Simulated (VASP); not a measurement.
Data:

```
SnTe
1.0
    0.00000     3.18581     3.18581
    3.18581     0.00000     3.18581
    3.18581     3.18581     0.00000
Sn Te
1 1
Cartesian
  0.00000   0.00000   0.00000
  3.18581   3.18581   3.18581
```

Method: PBE GGA, VASP's PBE PAW potentials (set 64) (plane waves; VASP). Settings: 400 eV cut-off, 7×7×7 Γ-centred mesh, Gaussian smearing of 0.050 eV, potentials Sn_d Te.

The ions, cell shape and volume are relaxed. Predict the relaxed structure.

```
SnTe
1.0
    0.00000     3.20262     3.20262
    3.20262     0.00000     3.20262
    3.20262     3.20262     0.00000
Sn Te
1 1
Direct
  0.00000   0.00000   0.00000
  0.50000   0.50000   0.50000
```
Space group Fm-3m (225), at a tolerance of 0.03 Å.

How do energy and volume change from the first to the last step?

The energy (σ→0) changes by -1.0 meV/atom and the volume by +1.6 %, in 3 ionic steps.

```
step  E(σ→0) (eV)  max force (eV/Å)  pressure (GPa)  volume (Å³)
----  -----------  ----------------  --------------  -----------
1         -7.5661             0.000            0.62        64.67
2         -7.5681             0.000           -0.09        65.84
3         -7.5682             0.000            0.01        65.70
```

The structure comes from a computed database's SnTe entry (Fm-3m); how it stands against other phases isn't given here. This run relaxes it. Symmetry was kept, so distortions that lower it aren't found.
